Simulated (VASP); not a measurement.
Given:

```xyz
2
Lattice="1.6220 -2.8093 0.0000 1.6220 2.8093 0.0000 0.0000 0.0000 5.1506" Properties=species:S:1:pos:R:3 pbc="T T T"
Zr     1.6220     0.9364     1.2876
Zr     1.6220    -0.9364     3.8629
```

Calculation: r2SCAN meta-GGA, VASP's PBE PAW potentials (set 64) (plane waves; VASP 6.6.1). Numerical set-up: 480 eV cut-off, 12×12×8 Γ-centred mesh, first-order Methfessel-Paxton smearing of 0.10 eV, potentials Zr_sv.

Q: What does the run give for the energy per atom (σ→0), band gap (on the k-mesh) with the smallest direct gap where there is one?

A: 
```
Item                                                        Result
------------------------  ----------------------------------------
band gap (on the k-mesh)  none (metal, semimetal or under 0.01 eV)
energy per atom (σ→0)                              -22.751 eV/atom
```

The absolute energy has meaning only against runs of the same code, potentials and settings.

The compound is Zr in the hcp structure. It was relaxed first.
